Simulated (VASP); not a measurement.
Crystal: AlB2Sb3.

```
Al B Sb
1.0
     5.87773    0.00000    0.00000
    -2.93887    5.09026    0.00000
     0.00000    0.00000    3.52827
Al B Sb
1 2 3
Direct
  0.00000 0.00000 0.00000
  0.33333 0.66667 0.00000
  0.66667 0.33333 0.00000
  0.50000 0.00000 0.50000
  0.50000 0.50000 0.50000
  0.00000 0.50000 0.50000
```

The cell was built by a generator and needn't be a form met in nature.

| Quantity | Value |
| --- | --- |
| Program | VASP 6.6.1 |
| Task | relaxation of cell and atoms |
| Functional | PBE |
| Potentials or basis | VASP PAW PBE potentials, release 64 (Al, B, Sb) |
| Cutoff | 520 eV |
| k mesh | 4 × 4 × 5 |
| Occupations | gaussian, width 0.15 eV |
| Spin | no spin polarisation |

At the start: pressure 15.5 GPa; volume 17.59 Å³/atom.

Q: Where does the relaxation end?

A: Over 7 steps the energy falls by 245.6 meV/atom and the volume is 20.56 Å³/atom (+16.9 %); space group P6/mmm (No. 191, to 0.05 Å).

The path:
```
step  energy change (eV)  largest force (eV/Å)  pressure (GPa)  volume (Å³)
   1              0.0000                0.0000           15.48       105.56
   2             -1.1570                0.0000           -4.08       133.41
   3             -1.1975                0.0000           -2.00       128.19
   4             -1.4440                0.0000           -1.39       126.19
   5             -1.4668                0.0000           -0.76       125.29
   6             -1.4683                0.0000           -0.89       125.49
   7             -1.4738                0.0000            0.03       123.38
```

Final structure:
```yaml
crystal:
  lattice:
    - [6.50670, 0.00000, 0.00000]
    - [-3.25335, 5.63496, 0.00000]
    - [0.00000, 0.00000, 3.36511]
  atoms:
    - { symbol: Al, position: [0.00000, 0.00000, 0.00000] }
    - { symbol: B, position: [0.33333, 0.66667, 0.00000] }
    - { symbol: B, position: [0.66667, 0.33333, 0.00000] }
    - { symbol: Sb, position: [0.50000, 0.00000, 0.50000] }
    - { symbol: Sb, position: [0.50000, 0.50000, 0.50000] }
    - { symbol: Sb, position: [0.00000, 0.50000, 0.50000] }
```

Caveat: the volume moved by over 15 % at a fixed basis, so the end points are rough.
